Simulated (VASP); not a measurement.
ScAl3N4:

```
CELL_PARAMETERS angstrom
6.48000 0.00000 0.00000
-3.24000 5.61184 0.00000
0.00000 0.00000 5.05000
ATOMIC_POSITIONS crystal
Al 0.33333 0.16667 0.50000
Al 0.16667 0.83333 0.00000
Al 0.33333 0.66667 0.50000
Al 0.66667 0.33333 0.00000
Al 0.66667 0.83333 0.00000
Al 0.83333 0.66667 0.50000
Sc 0.16667 0.33333 0.00000
Sc 0.83333 0.16667 0.50000
N 0.16667 0.33333 0.38200
N 0.33333 0.16667 0.88200
N 0.16667 0.83333 0.38200
N 0.33333 0.66667 0.88200
N 0.66667 0.33333 0.38200
N 0.83333 0.16667 0.88200
N 0.66667 0.83333 0.38200
N 0.83333 0.66667 0.88200
```

The cell was built by a generator and needn't be a form met in nature.

```yaml
Program: VASP 6.6.1
Task: relaxation of cell and atoms
Functional: PBE
Potentials_or_basis: VASP PAW PBE potentials, release 64 (Al, Sc_sv, N)
Cutoff: 600 eV
k_mesh: 4 × 4 × 5
Occupations: gaussian, width 0.05 eV
Spin: no spin polarisation
```

At the start: pressure 4.0 GPa; volume 11.48 Å³/atom.

Problem. How do energy, volume and symmetry change on relaxing?

Solution. Over 18 steps the energy falls by 94.7 meV/atom and the volume is 11.51 Å³/atom (+0.3 %); space group Cmc2_1 (No. 36, to 0.05 Å).

Step by step:
```csv
step,energy change (eV),largest force (eV/Å),pressure (GPa),volume (Å³)
1,0.0000,3.9145,4.05,183.64
2,-1.2205,0.7796,-5.93,191.43
3,-1.3268,0.6974,-4.25,189.58
4,-1.4733,0.4268,2.17,182.30
5,-1.4835,0.3665,0.77,183.74
6,-1.5020,0.2077,-0.07,184.47
7,-1.5023,0.1898,-0.19,184.57
8,-1.5106,0.0880,-0.21,184.51
9,-1.5116,0.1092,-0.22,184.47
10,-1.5141,0.0409,0.19,184.01
11,-1.5141,0.0409,0.19,184.00
12,-1.5147,0.0280,-0.09,184.27
13,-1.5147,0.0283,-0.07,184.25
14,-1.5149,0.0167,0.00,184.19
15,-1.5149,0.0220,0.02,184.17
16,-1.5150,0.0112,0.01,184.18
17,-1.5150,0.0118,0.01,184.19
18,-1.5151,0.0049,-0.02,184.22
```

Final structure:
```yaml
crystal:
  lattice:
    - [6.47938, -0.01686, 0.00000]
    - [-3.25429, 5.63659, 0.00000]
    - [0.00000, 0.00000, 5.05163]
  atoms:
    - { symbol: Al, position: [0.33521, 0.16429, 0.49948] }
    - { symbol: Al, position: [0.16978, 0.83489, 0.99555] }
    - { symbol: Al, position: [0.33521, 0.67091, 0.49948] }
    - { symbol: Al, position: [0.66479, 0.33571, 0.99948] }
    - { symbol: Al, position: [0.66479, 0.82909, 0.99948] }
    - { symbol: Al, position: [0.83022, 0.66511, 0.49555] }
    - { symbol: Sc, position: [0.17772, 0.33886, 0.99102] }
    - { symbol: Sc, position: [0.82228, 0.16114, 0.49102] }
    - { symbol: N, position: [0.18275, 0.34137, 0.41369] }
    - { symbol: N, position: [0.34551, 0.15437, 0.87496] }
    - { symbol: N, position: [0.16496, 0.83248, 0.37885] }
    - { symbol: N, position: [0.34551, 0.69114, 0.87496] }
    - { symbol: N, position: [0.65449, 0.34563, 0.37496] }
    - { symbol: N, position: [0.81725, 0.15863, 0.91369] }
    - { symbol: N, position: [0.65449, 0.80886, 0.37496] }
    - { symbol: N, position: [0.83504, 0.66752, 0.87885] }
```
